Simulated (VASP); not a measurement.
VASP runs on AgB$_{2}$ (atoms displaced from the space group 191 structure) share one base input (PBEsol GGA, plane waves, VASP's PBE PAW potentials (set 64)) and change the settings named in each case.

File KPOINTS:
```
Automatic mesh
0
Gamma
9 9 7
0 0 0
```

**INCAR**
```
ALGO = Normal
EDIFF = 1E-6
ENCUT = 400
GGA = PS
ISIF = 2
ISMEAR = 0
LASPH = .True.
LCHARG = .False.
LMAXMIX = 4
LREAL = .False.
LWAVE = .False.
NELM = 100
PREC = Accurate
SIGMA = 0.05
SYSTEM = AgB2
```

**POSCAR**
```
AgB2
1
    3.0000000000     0.0000000000     0.0000000000
   -1.5000000000     2.5980760000     0.0000000000
    0.0000000000     0.0000000000     3.2400000000
B Ag
2 1
Direct
  0.3350770000   0.6939420000   0.4794660000
  0.6605950000   0.3092470000   0.5093070000
  0.0043280000  -0.0031890000   0.0112270000
```

POTCAR, in this order: B Ag (PBE.64 set). Program: vasp_std.

| change | E(σ→0) (eV/atom) | pressure (GPa) | largest force (eV/Å) | −TS (eV) |
|---|---|---|---|---|
| base run | -4.8922 | 49.89 | 2.163 | -0.0008 |
| GGA removed, POTCAR B Ag (LDA.64 set) | -5.3605 | [?] | [?] | [?] |
| GGA_COMPAT = .FALSE., LNONCOLLINEAR = .TRUE., LSORBIT = .TRUE., MAGMOM = 0.0 0.0 0.0 0.0 0.0 0.0 0.0 0.0 0.0, program vasp_ncl | -4.9029 | 49.79 | 2.161 | -0.0008 |
| KPOINTS 2×2×2 Γ-centred mesh | -4.6138 | 52.95 | 1.582 | -0.0024 |

### Question
Some entries are withheld; supply them.

### Answer

- GGA removed, POTCAR B Ag (LDA.64 set), pressure (GPa): 43.61
- GGA removed, POTCAR B Ag (LDA.64 set), largest force (eV/Å): 2.062
- GGA removed, POTCAR B Ag (LDA.64 set), −TS (eV): -0.0009

Energies of different potentials or functionals have different zeros.  At 400 eV the pressure can carry a Pulay error.

Left out are runs that ran out of time, are held back, or changed the cell or the kind of run, fixed moments of cells without a moment, rows past the twelfth, gaps on odd meshes, pressures of charged cells and columns that move by less than the noise.

The structure comes from a measured AgB2 entry of the Crystallography Open Database, whose conditions weren't checked. The cell was not relaxed at this level, its atoms were moved at random.
